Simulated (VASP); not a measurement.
```
Rh
1.0
    0.00000     1.93372     1.93372
    1.93372     0.00000     1.93372
    1.93372     1.93372     0.00000
Rh
1
Direct
  0.00000   0.00000   0.00000
```

All values below come from PBE GGA, VASP's PBE PAW potentials (set 64) (plane waves; VASP). Settings: 520 eV cut-off, 16×16×16 Γ-centred mesh, first-order Methfessel-Paxton smearing of 0.10 eV, potentials Rh_pv.

Q: Predict the energy per atom (σ→0), pressure, band gap (on the k-mesh) with the smallest direct gap where there is one.

A: 
- band gap (on the k-mesh): none (metal, semimetal or under 0.01 eV)
- energy per atom (σ→0): -7.249 eV/atom
- pressure: -69.4 kbar

The absolute energy has meaning only against runs of the same code, potentials and settings.

The compound is Rh in the fcc structure. This cell is one point of a volume scan, at 1.03 of the reference volume.
